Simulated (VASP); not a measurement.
Computed with PBE GGA, VASP's PBE PAW potentials (set 64) (plane waves; VASP 6.6.1).

A VASP calculation is set up with these files.

**KPOINTS**
```
Automatic mesh
0
Gamma
1 1 1
0 0 0
```

POSCAR:
```
Al35GaN36
1
    4.6932676572    -8.1289780182     0.0000000000
    4.6932676572     8.1289780182     0.0000000000
    0.0000000000     0.0000000000    10.0192026154
Al N Ga
35 36 1
Direct
  0.2222220000   0.1111110000   0.2500000000
  0.1111110000   0.2222220000   0.0000000000
  0.2222220000   0.1111110000   0.7500000000
  0.1074920000   0.2211480000   0.4992230000
  0.2160250000   0.4413550000   0.2456200000
  0.1111110000   0.5555560000   0.0000000000
  0.2261980000   0.4435630000   0.7485270000
  0.1102230000   0.5539940000   0.5047900000
  0.2222220000   0.7777780000   0.2500000000
  0.1111110000   0.8888890000   0.0000000000
  0.2222220000   0.7777780000   0.7500000000
  0.1111110000   0.8888890000   0.5000000000
  0.5555560000   0.1111110000   0.2500000000
  0.4444440000   0.2222220000   0.0000000000
  0.5555560000   0.1111110000   0.7500000000
  0.4461870000   0.2184350000   0.4975870000
  0.5575620000   0.4476980000   0.2541090000
  0.4444440000   0.5555560000   0.0000000000
  0.5496770000   0.4399160000   0.7536330000
  0.5604160000   0.7820530000   0.2489140000
  0.4444440000   0.8888890000   0.0000000000
  0.5492350000   0.7739550000   0.7529260000
  0.4447030000   0.8860210000   0.4976180000
  0.8888890000   0.1111110000   0.2500000000
  0.7777780000   0.2222220000   0.0000000000
  0.8888890000   0.1111110000   0.7500000000
  0.7777780000   0.2222220000   0.5000000000
  0.8888890000   0.4444440000   0.2500000000
  0.7777780000   0.5555560000   0.0000000000
  0.8888890000   0.4444440000   0.7500000000
  0.7757790000   0.5529830000   0.4973000000
  0.8888890000   0.7777780000   0.2500000000
  0.7777780000   0.8888890000   0.0000000000
  0.8888890000   0.7777780000   0.7500000000
  0.7772740000   0.8904390000   0.5000910000
  0.2222220000   0.1111110000   0.4410000000
  0.1111110000   0.2222220000   0.1910000000
  0.2222220000   0.1111110000   0.9410000000
  0.1111110000   0.2222220000   0.6910000000
  0.2230740000   0.4445940000   0.4363420000
  0.1111110000   0.5555560000   0.1910000000
  0.2222220000   0.4444440000   0.9410000000
  0.1111110000   0.5555560000   0.6910000000
  0.2222220000   0.7777780000   0.4410000000
  0.1111110000   0.8888890000   0.1910000000
  0.2222220000   0.7777780000   0.9410000000
  0.1111110000   0.8888890000   0.6910000000
  0.5555560000   0.1111110000   0.4410000000
  0.4444440000   0.2222220000   0.1910000000
  0.5555560000   0.1111110000   0.9410000000
  0.4444440000   0.2222220000   0.6910000000
  0.5518680000   0.4441120000   0.4381250000
  0.4435780000   0.5518850000   0.1884750000
  0.5555560000   0.4444440000   0.9410000000
  0.4471160000   0.5579420000   0.6930150000
  0.5553170000   0.7723350000   0.4416610000
  0.4444440000   0.8888890000   0.1910000000
  0.5555560000   0.7777780000   0.9410000000
  0.4444440000   0.8888890000   0.6910000000
  0.8888890000   0.1111110000   0.4410000000
  0.7777780000   0.2222220000   0.1910000000
  0.8888890000   0.1111110000   0.9410000000
  0.7777780000   0.2222220000   0.6910000000
  0.8888890000   0.4444440000   0.4410000000
  0.7777780000   0.5555560000   0.1910000000
  0.8888890000   0.4444440000   0.9410000000
  0.7777780000   0.5555560000   0.6910000000
  0.8888890000   0.7777780000   0.4410000000
  0.7777780000   0.8888890000   0.1910000000
  0.8888890000   0.7777780000   0.9410000000
  0.7777780000   0.8888890000   0.6910000000
  0.4395930000   0.5552440000   0.4992620000
```

### INCAR
```
ALGO = Fast
EDIFF = 1E-5
EDIFFG = -0.03
ENCUT = 400
GGA = PE
IBRION = 2
ISIF = 2
ISMEAR = 0
ISYM = 0
LASPH = .TRUE.
LCHARG = .FALSE.
LMAXMIX = 4
LREAL = Auto
LWAVE = .TRUE.
NELM = 100
NELMIN = 4
NSW = 60
PREC = Normal
SIGMA = 0.05
SYSTEM = Al35GaN36
```

POTCAR, in this order: Al N Ga (PBE.64 set). Program: vasp_gam.

Output of the run:

OSZICAR:
```
...
RMM:  17    -0.529363512843E+03    0.80206E-04   -0.55100E-04   362   0.404E-02    0.139E-01
RMM:  18    -0.529363220151E+03    0.29269E-03   -0.28921E-04   362   0.302E-02    0.976E-02
RMM:  19    -0.529363162537E+03    0.57614E-04   -0.90906E-05   333   0.178E-02    0.818E-02
RMM:  20    -0.529363137972E+03    0.24565E-04   -0.24082E-05   236   0.944E-03    0.734E-02
RMM:  21    -0.529363066467E+03    0.71505E-04   -0.13548E-04   356   0.192E-02    0.475E-02
RMM:  22    -0.529363024912E+03    0.41555E-04   -0.13862E-04   357   0.200E-02    0.188E-02
RMM:  23    -0.529363019745E+03    0.51663E-05   -0.30678E-05   242   0.105E-02
   1 F= -.52936302E+03 E0= -.52936302E+03  d E =-.529363E+03
       N       E                     dE             d eps       ncg     rms          rms(c)
DAV:   1    -0.529626073656E+03   -0.26305E+00   -0.22041E+02   370   0.369E+01    0.394E+00
RMM:   2    -0.529860566740E+03   -0.23449E+00   -0.46908E+00   362   0.481E+00    0.159E+00
RMM:   3    -0.529820359512E+03    0.40207E-01   -0.54010E-01   362   0.170E+00    0.131E+00
RMM:   4    -0.529797518348E+03    0.22841E-01   -0.16020E-01   362   0.826E-01    0.500E-01
RMM:   5    -0.529798359382E+03   -0.84103E-03   -0.32614E-02   380   0.367E-01    0.193E-01
RMM:   6    -0.529798744969E+03   -0.38559E-03   -0.61631E-03   386   0.160E-01    0.825E-02
RMM:   7    -0.529798791327E+03   -0.46359E-04   -0.94750E-04   391   0.657E-02    0.440E-02
RMM:   8    -0.529798805464E+03   -0.14137E-04   -0.19248E-04   367   0.320E-02    0.171E-02
RMM:   9    -0.529798805755E+03   -0.29041E-06   -0.45382E-05   278   0.156E-02
   2 F= -.52979881E+03 E0= -.52979881E+03  d E =-.435786E+00
       N       E                     dE             d eps       ncg     rms          rms(c)
DAV:   1    -0.529935327220E+03   -0.13652E+00   -0.26684E+01   372   0.127E+01    0.989E-01
RMM:   2    -0.529956281837E+03   -0.20955E-01   -0.47077E-01   362   0.149E+00    0.515E-01
RMM:   3    -0.529950212153E+03    0.60697E-02   -0.54958E-02   362   0.524E-01    0.333E-01
RMM:   4    -0.529948244683E+03    0.19675E-02   -0.20530E-02   362   0.281E-01    0.101E-01
RMM:   5    -0.529948447550E+03   -0.20287E-03   -0.28943E-03   385   0.111E-01    0.629E-02
RMM:   6    -0.529948480716E+03   -0.33166E-04   -0.52485E-04   382   0.479E-02    0.254E-02
RMM:   7    -0.529948486662E+03   -0.59454E-05   -0.91693E-05   368   0.205E-02
   3 F= -.52994849E+03 E0= -.52994849E+03  d E =-.585467E+00
       N       E                     dE             d eps       ncg     rms          rms(c)
DAV:   1    -0.530004420715E+03   -0.55940E-01   -0.13145E+01   372   0.925E+00    0.685E-01
RMM:   2    -0.530017174530E+03   -0.12754E-01   -0.27149E-01   362   0.119E+00    0.421E-01
RMM:   3    -0.530013490751E+03    0.36838E-02   -0.32473E-02   362   0.417E-01    0.265E-01
RMM:   4    -0.530012098705E+03    0.13920E-02   -0.15474E-02   362   0.243E-01    0.866E-02
RMM:   5    -0.530012233321E+03   -0.13462E-03   -0.23586E-03   378   0.968E-02    0.586E-02
RMM:   6    -0.530012266182E+03   -0.32861E-04   -0.45530E-04   382   0.434E-02    0.292E-02
RMM:   7    -0.530012268885E+03   -0.27027E-05   -0.93835E-05   371   0.208E-02
   4 F= -.53001227E+03 E0= -.53001227E+03  d E =-.637822E-01
       N       E                     dE             d eps       ncg     rms          rms(c)
DAV:   1    -0.530015450737E+03   -0.31846E-02   -0.44644E-01   412   0.170E+00    0.125E-01
RMM:   2    -0.530015879806E+03   -0.42907E-03   -0.91577E-03   362   0.220E-01    0.792E-02
RMM:   3    -0.530015750848E+03    0.12896E-03   -0.10901E-03   363   0.761E-02    0.494E-02
RMM:   4    -0.530015702531E+03    0.48317E-04   -0.53879E-04   362   0.452E-02    0.153E-02
RMM:   5    -0.530015706131E+03   -0.36000E-05   -0.77938E-05   311   0.178E-02
   5 F= -.53001571E+03 E0= -.53001571E+03  d E =-.672195E-01
       N       E                     dE             d eps       ncg     rms          rms(c)
DAV:   1    -0.530025472259E+03   -0.97697E-02   -0.29579E+00   372   0.441E+00    0.277E-01
RMM:   2    -0.530027831425E+03   -0.23592E-02   -0.46140E-02   362   0.481E-01    0.150E-01
RMM:   3    -0.530027318344E+03    0.51308E-03   -0.52907E-03   362   0.169E-01    0.896E-02
RMM:   4    -0.530027142116E+03    0.17623E-03   -0.19289E-03   362   0.879E-02    0.281E-02
RMM:   5    -0.530027164950E+03   -0.22834E-04   -0.26727E-04   382   0.342E-02    0.191E-02
RMM:   6    -0.530027167551E+03   -0.26009E-05   -0.47443E-05   287   0.149E-02
   6 F= -.53002717E+03 E0= -.53002717E+03  d E =-.114614E-01
       N       E                     dE             d eps       ncg     rms          rms(c)
DAV:   1    -0.530027316182E+03   -0.15123E-03   -0.64605E-02   420   0.652E-01    0.408E-02
RMM:   2    -0.530027369320E+03   -0.53139E-04   -0.10190E-03   362   0.712E-02    0.221E-02
RMM:   3    -0.530027359229E+03    0.10092E-04   -0.12139E-04   360   0.256E-02    0.134E-02
RMM:   4    -0.530027355680E+03    0.35491E-05   -0.43106E-05   291   0.133E-02
   7 F= -.53002736E+03 E0= -.53002736E+03  d E =-.116495E-01
       N       E                     dE             d eps       ncg     rms          rms(c)
DAV:   1    -0.530030109846E+03   -0.27506E-02   -0.66562E-01   372   0.211E+00    0.134E-01
RMM:   2    -0.530030813192E+03   -0.70335E-03   -0.11654E-02   362   0.248E-01    0.777E-02
RMM:   3    -0.530030756236E+03    0.56956E-04   -0.13990E-03   365   0.869E-02    0.518E-02
RMM:   4    -0.530030699240E+03    0.56995E-04   -0.53723E-04   362   0.479E-02    0.156E-02
RMM:   5    -0.530030706008E+03   -0.67671E-05   -0.92158E-05   324   0.192E-02
   8 F= -.53003071E+03 E0= -.53003071E+03  d E =-.335033E-02
       N       E                     dE             d eps       ncg     rms          rms(c)
DAV:   1    -0.530030745566E+03   -0.46325E-04   -0.12826E-02   420   0.294E-01    0.194E-02
RMM:   2    -0.530030762001E+03   -0.16436E-04   -0.24629E-04   362   0.366E-02    0.125E-02
RMM:   3    -0.530030761226E+03    0.77547E-06   -0.31019E-05   258   0.130E-02    0.867E-03
RMM:   4    -0.530030760216E+03    0.10102E-05   -0.10954E-05   217   0.708E-03
   9 F= -.53003076E+03 E0= -.53003076E+03  d E =-.340454E-02
       N       E                     dE             d eps       ncg     rms          rms(c)
DAV:   1    -0.530032069860E+03   -0.13086E-02   -0.23419E-01   372   0.126E+00    0.790E-02
RMM:   2    -0.530032305600E+03   -0.23574E-03   -0.36758E-03   362   0.142E-01    0.428E-02
RMM:   3    -0.530032302413E+03    0.31873E-05   -0.48598E-04   369   0.513E-02    0.281E-02
RMM:   4    -0.530032290881E+03    0.11532E-04   -0.13953E-04   363   0.255E-02    0.910E-03
RMM:   5    -0.530032292965E+03   -0.20837E-05   -0.24054E-05   241   0.105E-02
  10 F= -.53003229E+03 E0= -.53003229E+03  d E =-.153275E-02
       N       E                     dE             d eps       ncg     rms          rms(c)
DAV:   1    -0.530032404417E+03   -0.11354E-03   -0.55934E-02   388   0.616E-01    0.388E-02
RMM:   2    -0.530032463920E+03   -0.59503E-04   -0.90520E-04   362   0.705E-02    0.214E-02
RMM:   3    -0.530032463387E+03    0.53230E-06   -0.12026E-04   364   0.256E-02    0.142E-02
RMM:   4    -0.530032460695E+03    0.26923E-05   -0.35315E-05   262   0.128E-02
  11 F= -.53003246E+03 E0= -.53003246E+03  d E =-.170048E-02
       N       E                     dE             d eps       ncg     rms          rms(c)
DAV:   1    -0.530032877892E+03   -0.41450E-03   -0.16476E-01   372   0.105E+00    0.655E-02
RMM:   2    -0.530033049746E+03   -0.17185E-03   -0.25851E-03   362   0.116E-01    0.348E-02
RMM:   3    -0.530033045318E+03    0.44283E-05   -0.32652E-04   365   0.417E-02    0.225E-02
RMM:   4    -0.530033037092E+03    0.82257E-05   -0.99610E-05   353   0.212E-02
  12 F= -.53003304E+03 E0= -.53003304E+03  d E =-.576397E-03
```

**OUTCAR**
```
------------------------ aborting loop because EDIFF is reached ----------------------------------------
  FORCE on cell =-STRESS in cart. coord.  units (eV):
  Direction    XX          YY          ZZ          XY          YZ          ZX
  --------------------------------------------------------------------------------------
  Total       -7.8144417     -7.5646676    -18.2611209     -0.0105932      0.0016969     -0.0027912
  in kB      -16.3769911    -15.8535309    -38.2704516     -0.0222006      0.0035563     -0.0058496
  external PRESSURE =     -23.5003245 kB  Pullay stress =       0.0000000 kB
  volume of cell :      764.49
      direct lattice vectors                 reciprocal lattice vectors
     4.693267657 -8.128978018  0.000000000     0.106535582 -0.061508347  0.000000000
     4.693267657  8.128978018  0.000000000     0.106535582  0.061508347  0.000000000
     0.000000000  0.000000000 10.019202615     0.000000000  0.000000000  0.099808342
  FREE ENERGIE OF THE ION-ELECTRON SYSTEM (eV)
  ---------------------------------------------------
  free  energy   TOTEN  =      -530.0330370923 eV

  energy  without entropy=     -530.0330370923  energy(sigma->0) =     -530.03303709

 reached required accuracy - stopping structural energy minimisation
```
(Selected blocks of OUTCAR.)

CONTCAR:
```
Al35GaN36
   1.00000000000000
     4.6932676571999998   -8.1289780181999998    0.0000000000000000
     4.6932676571999998    8.1289780181999998    0.0000000000000000
     0.0000000000000000    0.0000000000000000   10.0192026153999993
  Al              N               Ga
    35    36     1
Direct
     0.2219980054407450    0.1107095556933290    0.2495816590091443
     0.1105575215036879    0.2213640725014537    0.9997298139486195
     0.2219278539531603    0.1106734880374214    0.7495371021252398
     0.1097100174517689    0.2207614009681698    0.4995987728528949
     0.2211745550572062    0.4438631881772320    0.2479628875750491
     0.1105494592347812    0.5556990494113964    0.9996715228345566
     0.2205306324207190    0.4434462811507881    0.7515538164682052
     0.1097140991403294    0.5550901628740612    0.4995881759188430
     0.2220164253785283    0.7776381285736021    0.2495861882485551
     0.1110061328400138    0.8886834929432234    0.9996500057103851
     0.2220582956512390    0.7774817685128519    0.7495283857521254
     0.1107724260091555    0.8884085564531546    0.4996326729779667
     0.5553689907427919    0.1108774719855670    0.2497160991120723
     0.4440814223958537    0.2214030371187441    0.9996540057242088
     0.5554178837611732    0.1107598547769543    0.7496447361578673
     0.4441139658351226    0.2208380332724082    0.4996922341135476
     0.5556596935217979    0.4437256805049908    0.2480210066458811
     0.4442522713666138    0.5553253356489246    0.9995340097809955
     0.5558280048058647    0.4433569262976386    0.7515315091199094
     0.5557680553078209    0.7781945964481285    0.2480574457016008
     0.4441329248556669    0.8890965371655344    0.9997716410915259
     0.5559489323202156    0.7786212978185052    0.7515133896141845
     0.4441880622581634    0.8894160745726719    0.4996553837622016
     0.8887330232925651    0.1108323905297563    0.2496177225827167
     0.7777345329463664    0.2221439579307175    0.9996653434547339
     0.8885897203664093    0.1108256641401166    0.7494811446035626
     0.7774590888366035    0.2218461428460383    0.4994174345589918
     0.8886872578071797    0.4444405462010372    0.2496436012667840
     0.7781942355250574    0.5556724138413109    0.9998088246086384
     0.8884558572212462    0.4440608406309199    0.7495473064688800
     0.7782614078221015    0.5551090536110912    0.4996894183985936
     0.8888125147060053    0.7776646223177084    0.2496793465336984
     0.7782401036689079    0.8891289895685093    0.9996910918642740
     0.8886911600783380    0.7774642922100498    0.7497154383965823
     0.7782939859396973    0.8893528965755846    0.4996446469358184
     0.2219011855770361    0.1106957635919927    0.4411978507724486
     0.1105969478516199    0.2212585419657308    0.1906402495266634
     0.2220002237622882    0.1107346418415232    0.9408130766907651
     0.1108951007323379    0.2219664679832877    0.6910898505452344
     0.2143417089167301    0.4402572577999632    0.4382666599547646
     0.1105138543369785    0.5558030369281860    0.1905452911123274
     0.2212600597531314    0.4438762708472733    0.9424750755044852
     0.1108098067960346    0.5551672728204261    0.6911357343295763
     0.2219620934262149    0.7773246545011188    0.4411981519620269
     0.1109348136441900    0.8886364726248089    0.1910786410887748
     0.2221072993071992    0.7777493615115344    0.9407737216370863
     0.1108507780123889    0.8884710905939691    0.6909610558162880
     0.5552476551917289    0.1107041885991692    0.4410872313795540
     0.4438988484787164    0.2212300198296560    0.1905857881215233
     0.5556499842069605    0.1110162333325675    0.9408886844854355
     0.4442229873472805    0.2218532182555972    0.6911643087412596
     0.5587484752387124    0.4403213290094466    0.4383805977684415
     0.4441615179159370    0.5552317127488158    0.1910441950013907
     0.5557446397561411    0.4438805033422672    0.9424220538672967
     0.4440017656605464    0.5550508701154667    0.6994263728385227
     0.5587611462695660    0.7844445099995518    0.4383731892595422
     0.4439718592899211    0.8890107852528217    0.1906825722550011
     0.5557596081634569    0.7782585291802527    0.9424394195897290
     0.4443368014862817    0.8884492855841850    0.6911343129316313
     0.8884352011923773    0.1105918706567217    0.4410064658798129
     0.7776973820464552    0.2221301444341875    0.1911109580471781
     0.8886673017278766    0.1110372442212807    0.9407505405972456
     0.7775100476698972    0.2219074772527004    0.6909195981155354
     0.8884433374105078    0.4440648200699319    0.4410200252227282
     0.7782089259989240    0.5557993514481364    0.1907187716319313
     0.8886029440189507    0.4442014969945464    0.9408025262576296
     0.7772342211260367    0.5551681856620545    0.6911784502572730
     0.8884932156905557    0.7773542643051510    0.4412805228486489
     0.7783477151477770    0.8890502807922835    0.1905957226319781
     0.8889290322309158    0.7777050239121281    0.9409514169762843
     0.7773559655774140    0.8884217290588972    0.6911542106851094
     0.4437840295780129    0.5548722916227768    0.5009109217501220
```

At this cut-off the stress carries a Pulay error, which pulls relaxed volumes low. The supercell is sampled at Γ alone, which is coarse: total energies, pressure and levels can be off, energies of defects by several tenths of an eV.

The cell is a supercell with a defect, built from AlN (wurtzite): Ga_Al. The run is not spin-polarised, so no state with unpaired spins was tried.
